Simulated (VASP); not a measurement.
A run of VASP 6.6.1 is set up as follows.

Contents of INCAR:

```
SYSTEM = Be3Hg
PREC     = Accurate       ! precision mode
ENCUT    = 520            ! plane-wave cutoff, eV
EDIFF    = 1E-6           ! SCF threshold, eV
ISMEAR   = 1              ! smearing method
SIGMA    = 0.2            ! smearing width, eV
LREAL    = .False.        ! projectors in reciprocal space
LASPH    = .True.         ! aspherical terms in the spheres
NELM     = 60             ! most SCF steps
ALGO     = Fast           ! electronic algorithm
ISIF     = 2              ! what is computed and relaxed
LWAVE    = .False.        ! write WAVECAR
LCHARG   = .False.        ! write CHGCAR
MAGMOM   = 0 0 0 0 0 0 0 0 0 0 0 0 ! initial moments
LORBIT   = 10             ! projections on sites
LSORBIT  = .True.         ! spin-orbit coupling
GGA_COMPAT= .False.      
GGA      = PE             ! functional
IVDW     = 1              ! dispersion correction
```

The input KPOINTS:

```
regular mesh
0
Gamma
  6 6 6
  0 0 0
```

File POSCAR:

```
Be3Hg
1.0
    0.0000000000      2.9274090600      2.9274090600
    2.9274090600      0.0000000000      2.9274090600
    2.9274090600      2.9274090600      0.0000000000
Be Hg
3 1
Direct
    0.2500000000      0.2500000000      0.2500000000
    0.7500000000      0.7500000000      0.7500000000
    0.5000000000      0.5000000000      0.5000000000
    0.0000000000      0.0000000000      0.0000000000
```

Potentials or basis: VASP PAW PBE potentials, release 64 (Be, Hg).

Run with:

```bash
$ cat potpaw_PBE.64/Be/POTCAR potpaw_PBE.64/Hg/POTCAR > POTCAR
$ mpirun -np 1 vasp_ncl > vasp.out
```

(1) What does it give for the dispersion energy per atom?

(2) Estimate the pressure.

## Answers

(1) -0.323 eV.

(2) -10.0 GPa.
